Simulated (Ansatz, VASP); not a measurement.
**KZr2: VASP beside Ansatz**

```
K Zr
1.0
     0.00000    3.56506    3.56506
     3.56506    0.00000    3.56506
     3.56506    3.56506    0.00000
K Zr
1 2
Direct
  0.00000 0.00000 0.00000
  0.25000 0.25000 0.25000
  0.75000 0.75000 0.75000
```

Change from the starting cell: species swapped into the CeH2 type (Fm-3m, No. 225).

Alike in both runs: functional PBE; k mesh 6 × 6 × 6; occupations gaussian, width 0.1 eV; no spin polarisation.

Ansatz relaxed the structure, and its values are those at the end. VASP's run is a single point on that final structure, the one shown.

|  | VASP | Ansatz |
| --- | --- | --- |
| version | VASP 6.6.1 | Ansatz 0.2.0 |
| potentials or method | VASP PAW PBE potentials, release 64 (K_sv, Zr_sv) | scalar-relativistic, plane waves, PAW |
| plane-wave cutoff (eV) | 520 | 420 |
| valence electrons in the cell | 33 | 33 |

Ansatz gave:

* gap on the k mesh at the Fermi level (eV): none
* pressure (GPa): 0.3

**Question.** Which values does VASP return?

**Answer.** gap on the k mesh at the Fermi level (eV): none; pressure (GPa): 0.4.

A gap of «none» marks a metal or a gap that the smearing closes.
